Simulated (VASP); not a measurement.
VASP ran on this input.

POSCAR:
```
MgF2
9.0647040
  0.4999999905   0.0000000000   0.0000000000
  0.0000000000   0.4999999905   0.0000000000
  0.0000000000   0.0000000000   0.3308622155
Mg F
2 4
Cart
  0.0000000000   0.0000000000   0.0000000000
  0.2499999953   0.2499999953   0.1654311078
  0.1513795376   0.1513795376   0.0000000000
  0.4013795329   0.0986204576   0.1654311078
  0.0986204576   0.4013795329   0.1654311078
  0.3486204529   0.3486204529   0.0000000000
```

**KPOINTS**
```
Automatic mesh
0
Gamma
6 6 8
0 0 0
```

**INCAR**
```
ALGO = Normal
EDIFF = 1E-7
ENCUT = 520
ISIF = 2
ISMEAR = -5
LASPH = T
LCHARG = T
LEFG = T
LORBIT = 11
LREAL = F
LWAVE = F
NEDOS = 601
NELM = 100
PREC = Accurate
SYSTEM = MgF2
```

POTCAR, in this order: Mg F (LDA.64 set). Program: vasp_std.

**Question.** Write an equivalent input for Ansatz.

**Answer.** One equivalent input (not run):
Ansatz 0.2 input:
```yaml
crystal:
  lattice:
    - [4.5323519, 0.0000000, 0.0000000]
    - [0.0000000, 4.5323519, 0.0000000]
    - [0.0000000, 0.0000000, 2.9991680]
  atoms:
    - { symbol: Mg, position: [0.0000000, 0.0000000, 0.0000000] }
    - { symbol: Mg, position: [0.5000000, 0.5000000, 0.5000000] }
    - { symbol: F, position: [0.3027591, 0.3027591, 0.0000000] }
    - { symbol: F, position: [0.8027591, 0.1972409, 0.5000000] }
    - { symbol: F, position: [0.1972409, 0.8027591, 0.5000000] }
    - { symbol: F, position: [0.6972409, 0.6972409, 0.0000000] }
kpoints:
  mp_grid: { grid: [6, 6, 8] }
hamiltonian:
  xc: lda
  pseudopotentials: { kind: paw }
scf:
  occupations: { method: tetrahedron }
  max_iter: 100
output: { forces: true, stress: true, eigenvalues: true }
```
What does not carry over: each code has its own PAW files, so the cut-off isn't converted (ENCUT is set for VASP's; basis.ecutwfc is left out, and Ansatz then takes the one that its files recommend); Ansatz stops its SCF on the density residual and VASP on the energy change (EDIFF); Ansatz's lda is the Perdew-Wang form, while the LDA potentials of VASP carry Perdew-Zunger's; the field gradients of LEFG aren't asked of the other code.

The compound is MgF2 in the rutile structure. It was relaxed first, which changed the volume by -5 %.
